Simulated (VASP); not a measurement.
## Mo3Ru3C2 under changes of volume

One of the cells (12.975 Å³/atom); the others are scaled copies at fixed shape and fractional positions:

```
Ru Mo C
1.0
     2.92854    0.00000    0.00000
    -1.46427    2.53619    0.00000
     0.00000    0.00000   13.97526
Ru Mo C
3 3 2
Cartesian
  0.0000 1.6908 4.8352
  0.0000 0.0000 6.9876
  1.4643 0.8454 9.1401
  0.0000 1.6908 11.3495
  0.0000 0.0000 0.0000
  1.4643 0.8454 2.6258
  1.4643 0.8454 12.5941
  0.0000 1.6908 1.3811
```

The cell comes from a database or a generator and needn't be the stable form of this composition.

```yaml
Program: VASP 6.6.1
Functional: PBE
Potentials_or_basis: VASP PAW PBE potentials, release 64 (Ru_pv, Mo_sv, C)
Cutoff: 520 eV
k_mesh: 10 × 10 × 2
Occupations: fermi-dirac, width 0.05 eV
Spin: no spin polarisation
```

```csv
volume (Å³/atom),energy over the lowest point (meV/atom),pressure (GPa),largest force (eV/Å)
11.957,33.54,17.9,0.640
12.212,11.10,10.4,0.446
12.466,0.00,3.6,0.265
12.975,7.12,-7.8,0.064
13.229,?,?,?
13.484,46.75,-16.9,0.352
```

**Question.** What does the run at 13.229 Å³/atom give?

**Answer.** Energy over the lowest point 23.31 meV/atom; pressure -12.6 GPa; largest force 0.212 eV/Å.

Worked out: A Birch-Murnaghan fit of order 3 (a polynomial in V^(-2/3)) to the other rows has its minimum at 12.62 Å³/atom with B0 = V·E''(V) = 295 GPa and B' = 4.5 at fixed shape and positions, which overstates the stiffness. It gives 23.26 meV/atom at 13.229 Å³/atom, against the run's 23.31, and -dE/dV = -12.6 GPa, against -12.6.

Energies are extrapolated to zero smearing.
